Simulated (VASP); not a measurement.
Consider the following.

```
CELL_PARAMETERS angstrom
      1.78172    -3.08603     0.00000
      1.78172     3.08603     0.00000
      0.00000     0.00000    14.79749
ATOMIC_POSITIONS crystal
  Te 0.33333 0.66667 0.87233
  Te 0.66667 0.33333 0.37233
  Te 0.66667 0.33333 0.12767
  Te 0.33333 0.66667 0.62767
  Mo 0.33333 0.66667 0.25000
  Mo 0.66667 0.33333 0.75000
```

All values below come from PW91 GGA, VASP's PBE PAW potentials (set 64) (plane waves; VASP). Run with 520 eV cut-off, 8×8×2 Γ-centred mesh, tetrahedra with Blöchl corrections, potentials Te Mo_sv.

The cores are frozen, which limits the accuracy of field gradients. Without a dispersion term in the relaxation, distances and binding between the weakly bound layers, chains or molecules are unreliable, and so is what depends on them.

**Question.** Give the principal components of the electric field gradient (V/Å²) and the asymmetry η at each nucleus.

**Answer.** 
```csv
atom,Vxx,Vyy,Vzz,η
Te1,92.6,92.6,-185.1,0.00
Te2,92.6,92.6,-185.1,0.00
Te3,92.6,92.6,-185.1,0.00
Te4,92.6,92.6,-185.1,0.00
Mo5,36.8,36.8,-73.5,0.00
Mo6,36.8,36.8,-73.5,0.00
```

The compound is MoTe2 in the 2H layered structure. It was relaxed first, which changed the volume by +9 %.
